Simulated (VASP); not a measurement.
The system is GeCN2.

```
Ge N C
1.0
     1.79379    1.03565    4.92196
    -1.79379    1.03565    4.92196
     0.00000   -2.07129    4.92196
Ge N C
1 2 1
Direct
  0.00000 0.00000 0.00000
  0.58390 0.58390 0.58390
  0.41610 0.41610 0.41610
  0.50000 0.50000 0.50000
```

The cell comes from a database or a generator and needn't be the stable form of this composition.

| Quantity | Value |
| --- | --- |
| Program | VASP 6.6.1 |
| Task | relaxation of cell and atoms |
| Functional | LDA |
| Potentials or basis | VASP PAW LDA potentials, release 64 (Ge_d, N, C) |
| Cutoff | 600 eV |
| k mesh | 8 × 8 × 8 |
| Occupations | gaussian, width 0.02 eV |
| Spin | no spin polarisation |

At the start: pressure -6.4 GPa; volume 13.72 Å³/atom.

Q: How do energy, volume and symmetry change on relaxing?

A: Over 17 steps the energy falls by 24.4 meV/atom and the volume is 12.46 Å³/atom (-9.2 %); space group R-3m (No. 166, to 0.05 Å).

The path:
```csv
step,energy change (eV),largest force (eV/Å),pressure (GPa),volume (Å³)
1,0.0000,0.1930,-6.42,54.86
2,0.0832,4.0513,9.03,50.61
3,-0.0340,1.1448,-1.64,53.32
4,-0.0863,0.2977,-0.67,51.22
5,-0.0930,0.0818,-0.11,50.25
6,-0.0930,0.1070,-0.09,50.19
7,-0.0930,0.1308,-0.04,50.13
8,-0.0942,0.0754,0.15,50.03
9,-0.0962,0.0932,0.74,49.75
10,-0.0969,0.0271,0.34,49.76
11,-0.0971,0.1297,0.01,49.77
12,-0.0973,0.1135,-0.01,49.78
13,-0.0976,0.0643,-0.09,49.79
14,-0.0977,0.0361,0.20,49.78
15,-0.0977,0.0049,0.07,49.79
16,-0.0977,0.0042,0.06,49.80
17,-0.0977,0.0017,0.03,49.83
```

Final structure:
```yaml
crystal:
  lattice:
    - [1.71980, 0.99293, 4.86297]
    - [-1.71980, 0.99293, 4.86297]
    - [0.00000, -1.98586, 4.86297]
  atoms:
    - { symbol: Ge, position: [0.00000, 0.00000, 0.00000] }
    - { symbol: N, position: [0.58453, 0.58453, 0.58453] }
    - { symbol: N, position: [0.41547, 0.41547, 0.41547] }
    - { symbol: C, position: [0.50000, 0.50000, 0.50000] }
```

Caveat: the standard files for N, O and F lose accuracy on very short bonds.
